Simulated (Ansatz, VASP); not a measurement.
Two plane-wave programs on InRu2

The input INCAR:

```
PREC = Accurate ; ENCUT = 520
EDIFF = 1E-7 ; ISMEAR = 0
SIGMA = 0.1 ; LREAL = F
LASPH = T ; NELM = 100
ALGO = Fast ; ISIF = 2
LWAVE = F ; LCHARG = F
GGA = PE ; NBANDS = 28
```

The input KPOINTS:

```
Automatic mesh
0
Gamma
  8 8 8
```

POSCAR

```
InRu2
1.0
   -1.4339474633      1.4339474633      5.8447065867
    1.4339474633     -1.4339474633      5.8447065867
    1.4339474633      1.4339474633     -5.8447065867
In Ru
1 2
Direct
    0.0000000000      0.0000000000      0.0000000000
    0.6811931342      0.6811931342      0.0000000000
    0.3188068658      0.3188068658      0.0000000000
```

Input for Ansatz:

```yaml
crystal:
  lattice:
    - [-1.4339474633, 1.4339474633, 5.8447065867]
    - [1.4339474633, -1.4339474633, 5.8447065867]
    - [1.4339474633, 1.4339474633, -5.8447065867]
  atoms:
    - { symbol: In, position: [0.0, 0.0, 0.0] }
    - { symbol: Ru, position: [0.6811931342, 0.6811931342, 0.0] }
    - { symbol: Ru, position: [0.3188068658, 0.3188068658, 0.0] }
basis:
  ecutwfc: 420
kpoints:
  mp_grid: { grid: [8, 8, 8] }
hamiltonian:
  xc: pbe
scf:
  occupations: { method: gaussian, width: 0.1 }
  lower_state_search: "off"
output:
  forces: true
  stress: true
  eigenvalues: true
```

Change from the starting cell: the structure that the rattled cell fell into.

Alike in both runs: task single point; functional PBE; k mesh 8 × 8 × 8; occupations gaussian, width 0.1 eV; no spin polarisation.

|  | VASP | Ansatz |
| --- | --- | --- |
| version | VASP 6.6.1 | Ansatz 0.2.0 |
| potentials or method | VASP PAW PBE potentials, release 64 (In_d, Ru_pv) | scalar-relativistic, plane waves, PAW |
| plane-wave cutoff (eV) | 520 | 420 |
| valence electrons in the cell | 41 | 45 |

|  | VASP | Ansatz | Ansatz less VASP |
| --- | --- | --- | --- |
| gap on the k mesh at the Fermi level (eV) | none | none | - |
| pressure (GPa) | -0.1 | -0.1 | +0.01 |
| largest component of the traceless stress (GPa) | 0.38 | 0.31 | -0.074 |
| rms of the force components (eV/Å) | 0.026 | 0.026 | -0.0001 |

Atom by atom the forces differ by 0.000 eV/Å (rms over components). A gap of «none» marks a metal or a gap that the smearing closes. With one functional, cell and mesh, what is left measures potentials, basis and numerics. The two sets of potentials don't hold the same shells in valence.

Caveats: the k mesh is coarse (spacing up to 0.39 Å⁻¹), so the values aren't converged.
